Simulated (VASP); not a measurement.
Energy against volume of Cs (bcc). Level of theory: AM05 GGA, VASP's PBE PAW potentials (set 64) (plane waves; VASP 6.6.1). Settings: 520 eV cut-off, 8×8×8 Γ-centred mesh, first-order Methfessel-Paxton smearing of 0.10 eV, potentials Cs_sv.

```json
[
 {"V (Å³/atom)": "114.441", "E (eV/atom)": "-0.81433"},
 {"V (Å³/atom)": "117.981", "E (eV/atom)": "-0.81505"},
 {"V (Å³/atom)": "121.520", "E (eV/atom)": "-0.81455"},
 {"V (Å³/atom)": "125.059", "E (eV/atom)": "-0.81299"}
]
```

Problem. Fit these four points and predict the energy of the run at 110.902 Å³/atom.

Solution. A cubic in V^(−2/3), the third-order Birch-Murnaghan form, passes through the four points with V0 = 118.22 Å³/atom and B0 = 2 GPa, and gives -0.8122 eV/atom there. The run gave -0.8122 eV/atom, -0.0 meV/atom from the fit; all five points give B0 = 2 GPa.

The compound is Cs in the bcc structure. It was relaxed first.
